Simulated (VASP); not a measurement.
Data:

```
CELL_PARAMETERS angstrom
      1.50227    -2.60201     0.00000
      1.50227     2.60201     0.00000
      0.00000     0.00000     3.18286
ATOMIC_POSITIONS crystal
  Ti 0.00000 0.00000 0.00000
  B  0.33333 0.66667 0.50000
  B  0.66667 0.33333 0.50000
```

All values below come from PBE GGA with D3 dispersion (Becke-Johnson damping), VASP's PBE PAW potentials (set 64) (plane waves; VASP). Run with 520 eV cut-off, Gaussian smearing of 0.050 eV, potentials Ti_sv B.

**Question.** What does the run give for the band gap (along the path) with the smallest direct gap where there is one?

**Answer.** 
- band gap (along the path) = none (metal, semimetal or under 0.01 eV)

Only differences to runs with the same potentials and settings are physical.

The compound is TiB2 in the AlB2 type structure. It was relaxed first.
